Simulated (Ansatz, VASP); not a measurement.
# TiO2 (Rutile) in two plane-wave programs, part 2 of 2

Aim: how closely do two programs agree when they are given the same cell, functional and k mesh? The cell is taken from a series of runs on this material, whose earlier steps may have relaxed, scaled, displaced or heated it; both programs get it as it stands.

VASP 6.6.1 and Ansatz 0.2.0.

So far: The structure; VASP: relaxation of cell and atoms, PBE with D3(BJ).

### Step 3. Ansatz: relaxation of cell and atoms, PBE with D3(BJ)

Level of this step: Ansatz beside VASP: Kohn-Sham DFT, plane waves, PBE with D3(BJ) (Ansatz).

Ansatz runs on its default PAW (the set named soft_2) files.

The same cell, functional and mesh now go to Ansatz, which takes its cutoff from its data sets.

input.yaml reads:

```yaml
crystal:
  lattice:
    - [4.6081429058, 0.0, 0.0]
    - [0.0, 4.6081429058, 0.0]
    - [0.0, 0.0, 2.9542917062]
  atoms:
    - { symbol: Ti, position: [0.0, 0.0, 0.0] }
    - { symbol: Ti, position: [0.5, 0.5, 0.5] }
    - { symbol: O, position: [0.3043774379, 0.3043774379, 0.0] }
    - { symbol: O, position: [0.1956225621, 0.8043774379, 0.5] }
    - { symbol: O, position: [0.6956225621, 0.6956225621, 0.0] }
    - { symbol: O, position: [0.8043774379, 0.1956225621, 0.5] }
kpoints:
  mp_grid: { grid: [6, 6, 8] }
hamiltonian:
  xc: pbe
  dispersion: d3bj
scf:
  occupations: { method: fixed }
output:
  forces: true
  stress: true
  eigenvalues: true
relax:
  adjacent_minimum: "off"
  f_tol: 0.001
  max_steps: 60
  cell: { stress_tol: 0.01 }
```

Launch:

```console
$ ansatz run input.yaml --threads 4 --pin off --max-ram 8192MiB --backend cpu --events-out ev --progress --plain --runs-dir out
```

Numbers of over 12 decimals in the logs are rounded to 6 here.

Output:

```text
Engine: ansatz 0.2.0, x86_64-unknown-linux-gnu
Pseudopotentials: kind: paw
Pseudopotential: Ti, paw, valence charge 12, recommended cutoff 420 eV (normal), Ti.paw.azcp
Pseudopotential: O, paw, valence charge 6, recommended cutoff 420 eV (normal), O.paw.azcp
Functional definition: PBE
  parameter kappa = 0.804
  parameter beta = 0.066725
  exchange = pbe_x(kappa = kappa, mu = beta*pi^2/3)
  correlation = pbe_c(beta = beta)
Crystal: 6 atoms, lattice volume = 62.734 Å³
Basis set: ecut = 420 eV, 1217 PW (Γ), exchange–correlation on 64×64×40 points (8 copies of the dense FFT grid, shifted against one another)
Bands: 30, of which v1, the nominal top of the filled ones, is band 24 counted from 1 (23 counted from 0)
Symmetry: 16 space group operations
Space group: P42/mnm (ITA 136), of the structure as read, at distance tolerance 4.0e-5 Å
k-points: 50 of 288
Non-local potential: Ti, projectors of the file, l = 0: 3, l = 1: 2, l = 2: 3, l = 3: 1
Non-local potential: O, projectors of the file, l = 0: 2, l = 1: 2, l = 2: 1
PAW form: soft (Blöchl's): semilocal exchange-correlation on the pseudo side does not see the compensation charge
PAW one-centre angular grid: Ti, 590 points (default); XC on 64 Gauss nodes
PAW one-centre angular grid: O, 110 points (default); XC on 64 Gauss nodes
Initial density: superposition of atomic densities (neutral atoms: chi_scale 0, normalization atom), corrected by the library's trained network
Initial wavefunctions: pseudopotential atomic-orbital guess
Functional: x = pbe(κ = 0.804, μ = 0.219515), c = pbe(β = 0.066725)
SCF iter   1: F=—  HF=-7278.774919 eV  |F-HF|=—  |Δ(HF+E_count)|=         —  Δρ=2.19e-3  dr2=1.89e-3  ethr=1.77e-3  ⟨swp⟩=3.7  Hψ=5578  notcnv=0  defer=115
preconditioner: auto → Resta (q_TF=auto, 2.609 Å⁻¹)  ε∞=9.0  [insulator: Δε(μ)=1.846 eV  Ē_g=9.395 eV  n_scr=18 (ndim 8)  ℏωp=26.5 eV  f_vac=0.019  ε∞_Penn≈9.0]
SCF iter   2: F=—  HF=-7278.775603 eV  |F-HF|=—  |Δ(HF+E_count)|=   6.84e-4  Δρ=1.30e-3  dr2=5.65e-4  ethr=3.94e-6  ⟨swp⟩=2.6  Hψ=2890  notcnv=0  defer=200
SCF iter   3: F=—  HF=-7278.775837 eV  |F-HF|=—  |Δ(HF+E_count)|=   2.33e-4  Δρ=6.43e-4  dr2=1.49e-4  ethr=1.18e-6  ⟨swp⟩=2.0  Hψ=2121  notcnv=0  defer=200
SCF iter   4: F=—  HF=-7278.775975 eV  |F-HF|=—  |Δ(HF+E_count)|=   1.39e-4  Δρ=2.64e-4  dr2=2.96e-5  ethr=3.10e-7  ⟨swp⟩=2.7  Hψ=2146  notcnv=0  defer=83
SCF iter   5: F=—  HF=-7278.776011 eV  |F-HF|=—  |Δ(HF+E_count)|=   3.50e-5  Δρ=5.67e-5  dr2=1.95e-6  ethr=6.17e-8  ⟨swp⟩=2.1  Hψ=2067  notcnv=0  defer=76
SCF iter   6: F=-7278.776012 eV  HF=-7278.776012 eV  |F-HF|=1.96e-8  |Δ(HF+E_count)|=   1.05e-6  Δρ=7.96e-6  dr2=6.22e-8  ethr=2.08e-10  ⟨swp⟩=7.9  Hψ=7533  notcnv=0
SCF 1 converged in 6 iterations: F = -7278.776012 eV  dr2 = 6.22e-8
  greatest PAW one-centre occupation: 0.999 electrons in one spin orbital (limit 2), on the Ti atom at site 1 (counted from 0), in its partial waves of l = 0
relax step   1: F+E_penalty+E_count = -7278.77601158 eV  Δ(F+E_penalty+E_count) = +0.000e0 eV  max|allowed force component| = 2.269e-4 eV/Å  Δτ_max = 0.0000 Å  P = +0.002 GPa  Ω = 62.734 Å³  (6 SCF iters, dr2 threshold 1.00e-7 eV, accepted)
Initial density: handed on by an earlier stage of this run
Initial wavefunctions: pseudopotential atomic-orbital guess (no wavefunctions were taken with the density)
iter 1 solved again at ethr=6.05e-9 eV; its pass at ethr=3.10e-3 eV (dr2=2.90e-6 eV) is discarded
SCF iter   1: F=—  HF=-7278.776005 eV  |F-HF|=—  |Δ(HF+E_count)|=         —  Δρ=8.39e-6  dr2=6.58e-8  ethr=6.05e-9  ⟨swp⟩=3.0  Hψ=9834  notcnv=0  defer=181
preconditioner: auto → Resta (q_TF=auto, 2.609 Å⁻¹)  ε∞=8.9  [insulator: Δε(μ)=1.868 eV  Ē_g=9.409 eV  n_scr=18 (ndim 8)  ℏωp=26.5 eV  f_vac=0.020  ε∞_Penn≈8.9]
SCF iter   2: F=—  HF=-7278.776012 eV  |F-HF|=—  |Δ(HF+E_count)|=   6.13e-6  Δρ=5.92e-6  dr2=3.09e-8  ethr=1.37e-10  ⟨swp⟩=2.0  Hψ=2625  notcnv=0  defer=181
SCF iter   3: F=—  HF=-7278.776012 eV  |F-HF|=—  |Δ(HF+E_count)|=   2.24e-8  Δρ=7.13e-6  dr2=3.35e-8  ethr=6.43e-11  ⟨swp⟩=2.0  Hψ=2224  notcnv=0  defer=181
SCF iter   4: F=—  HF=-7278.776012 eV  |F-HF|=—  |Δ(HF+E_count)|=   1.49e-9  Δρ=1.62e-6  dr2=1.07e-9  ethr=6.43e-11  ⟨swp⟩=2.0  Hψ=1935  notcnv=0  defer=181
SCF iter   5: F=—  HF=-7278.776012 eV  |F-HF|=—  |Δ(HF+E_count)|=  5.80e-10  Δρ=6.74e-7  dr2=1.07e-10  ethr=2.22e-12  ⟨swp⟩=2.3  Hψ=2323  notcnv=0  defer=181
SCF iter   6: F=—  HF=-7278.776012 eV  |F-HF|=—  |Δ(HF+E_count)|=  7.82e-11  Δρ=2.19e-7  dr2=9.21e-12  ethr=1.00e-12  ⟨swp⟩=1.2  Hψ=1432  notcnv=0  defer=181
SCF iter   7: F=-7278.776012 eV  HF=-7278.776012 eV  |F-HF|=0.00e0  |Δ(HF+E_count)|=  5.46e-12  Δρ=3.62e-8  dr2=2.82e-13  ethr=1.00e-12  ⟨swp⟩=9.9  Hψ=6975  notcnv=0
SCF 2 converged in 7 iterations: F = -7278.776012 eV  dr2 = 2.82e-13
relax step   2: F+E_penalty+E_count = -7278.77601160 eV  Δ(F+E_penalty+E_count) = -1.540e-8 eV  max|allowed force component| = 1.577e-4 eV/Å  Δτ_max = 0.0000 Å  P = +0.002 GPa  Ω = 62.734 Å³  stress off target by 3.24e-3 GPa  SCF on the basis re-selected at this cell (its energy is not comparable with the rows above)  (7 SCF iters)
basis re-selected at this cell: Δ(F+E_penalty+E_count) = -1.540e-8 eV, ΔP = +0.000 GPa vs the last step (what re-selecting the basis moved, of the pressure what is left beyond the Pulay correction that the steps carried, after the strain that the cell walked since its last selection, with what the two solves' SCF thresholds leave and, on support functions, any second-order correction that the steps lacked; it is no m [...]
SCF converged after 7 iterations
Free energy (F): -7278.776012 eV
Harris-Foulkes:  -7278.776012 eV  (|F-HF|=0.00e0)
Internal energy: -7278.776012 eV  (E = F + TS)
E sigma→0 (E₀):  -7278.776012 eV
Fermi energy:    9.058668 eV
--- Per-component energies (eV) ---
  E_band       = -394.399828
  E_kinetic    = 1246.606120
  E_local      = -3094.840676  (includes V_loc(G=0)·N_el)
  E_nonlocal   = 196.395519
  E_hartree    = 1178.478358
  E_xc         = -492.723169
  E_vxc        = -624.029184  (∫ρ·V_xc dr)
  E_paw        = -2721.854627  (= ΣΔE_a)
  E_vpaw       = -475.498455  (= ΣTr[D̂ρ^β])
  E_aug_tail   = 0.010139  (compensation charges beyond the density's cutoff)
  E_ewald      = -3589.362927
  E_disp       = -1.484748  (pairwise vdW)
  E_smearing   = -0.000000  (= −TS)
  E_closure    = 0.000000  (closes the sum)
  Σ components = -7278.776012   (vs F -7278.776012, Δ=0.00e0)
--- Forces (eV/Å), atoms counted from 1 ---
  atom   1  Ti    -0.00000000     0.00000000    -0.00000000
  atom   2  Ti    -0.00000000    -0.00000000     0.00000000
  atom   3  O      0.00015774     0.00015774    -0.00000000
  atom   4  O     -0.00015774     0.00015774     0.00000000
  atom   5  O     -0.00015774    -0.00015774     0.00000000
  atom   6  O      0.00015774    -0.00015774    -0.00000000
  max |Σ_I F_I| component: 3.69e-18 eV/Å
--- Stress (GPa, compression-positive) ---
        0.003238       0.000000       0.000000
        0.000000       0.003238       0.000000
        0.000000       0.000000       0.000302
  P = ⅓ Tr σ = 0.0023 GPa (0.023 kbar)
--- Band table (eV; the first three rows and the last of 50) ---
  k-point 0: bands = [... 20 lower, 8.3699, 8.6098, 8.6098, 9.0587, 10.9267, 11.2098, 11.4722, 11.5673, ... 2 higher]
  k-point 1: bands = [... 20 lower, 7.7472, 8.3030, 8.3030, 8.9831, 11.2941, 11.3555, 11.3731, 11.7609, ... 2 higher]
  k-point 2: bands = [... 20 lower, 7.2919, 7.5771, 7.5771, 8.6054, 11.2911, 11.6047, 11.8927, 12.1857, ... 2 higher]
  k-point 49: bands = [... 20 lower, 7.7858, 7.7858, 8.3877, 8.3877, 11.6583, 11.6583, 12.2612, 12.2612, ... 2 higher]
--- Relaxed structure (1 steps of the walk, 1 accepted, 1 SCFs on fresh bases) ---
  F+E_penalty+E_count = -7278.77601160 eV   max|allowed force component| = 1.577e-4 eV/Å   (the final SCF, on the basis selected at the relaxed cell)
  cell:  # Å, volume = 62.7343 Å³
    - [4.6081429058, 0.0, 0.0]
    - [0.0, 4.6081429058, 0.0]
    - [0.0, 0.0, 2.9542917062]
  atoms:
    - { symbol: Ti, position: [0.0, 0.0, 0.0] }
    - { symbol: Ti, position: [0.5, 0.5, 0.500000] }
    - { symbol: O, position: [0.304377, 0.304377, 0.0] }
    - { symbol: O, position: [0.1956225621, 0.804377, 0.500000] }
    - { symbol: O, position: [0.6956225621, 0.6956225621, 0.0] }
    - { symbol: O, position: [0.804377, 0.1956225621, 0.500000] }
```

The column dr2 measures how far the density is from self-consistency, as an energy; F and HF (Harris–Foulkes) agree once it is small.

### Step 4. Side by side

Known differences besides the potentials themselves: fixed occupations in Ansatz, narrow Gaussian smearing in VASP; the cutoff is 420 eV in Ansatz and 600 eV in VASP; Ansatz adds a Pulay correction to the stress that steers its cell, VASP none. Total energies have different zeros and are not compared.

The two programs side by side:

| quantity | Ansatz | VASP | difference |
| --- | --- | --- | --- |
| volume (Å³) | 62.73 | 62.85 | -0.18 % |
| edge a after relaxation, in the typed setting (Å) | 4.608 | 4.610 | -0.05 % |
| edge c after relaxation, in the typed setting (Å) | 2.954 | 2.957 | -0.09 % |

### Step 5. Summary of results

- difference in volume (relaxation of cell and atoms, PBE with D3(BJ)): -0.18 %

What this shows: The difference in volume is -0.18 % (relaxation of cell and atoms, PBE with D3(BJ)), within the 1.2 % picked in this series as the mark of a large difference, as far as the stopping tolerances let one tell. How closely two codes agree says nothing of how well the functional describes the real material.

[Lines on the potential files, build, host, timing and source positions are cut from VASP's logs without a mark.]

[Logs are printed without paths, hosts, clocks, repeated set-up lines and the standing remarks that a program may print on its own settings, such as how far it seeks lower states.]

[Hosts, paths, dates, database ids (printed as entryN), source tags and the programs' standing remarks are cut or masked in the printed files.]
